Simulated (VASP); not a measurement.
Data:

```xyz
4
Lattice="2.9832 0.0000 0.0000 -1.4916 2.5835 0.0000 0.0000 0.0000 5.1268" Properties=species:S:1:pos:R:3 pbc="T T T"
Zn     0.0000     0.0000     0.0000
Zn     0.0000     0.0000     2.5634
O      0.0000     1.7224     1.2817
O      1.4916     0.8612     3.8451
```

Calculation: PBEsol GGA, VASP's PBE PAW potentials (set 64) (plane waves; VASP). Settings: 620 eV cut-off, 9×9×5 Γ-centred mesh, Gaussian smearing of 0.050 eV, potentials Zn O.

Task: What does the run give for the energy per atom (σ→0), band gap (on the k-mesh) with the smallest direct gap where there is one?

Result: 
```
Item                                          Value
-----------------------------------  --------------
band gap (on the k-mesh)                    0.63 eV
smallest direct gap (on the k-mesh)         0.63 eV
energy per atom (σ→0)                -4.664 eV/atom
```

Total energies compare only between runs with the same potentials, cut-off and functional.

The structure was generated: ZnO was put into the NiAs type type (P6_3/mmc), which need not be its known phase. It was relaxed first, which changed the volume by +22 %.
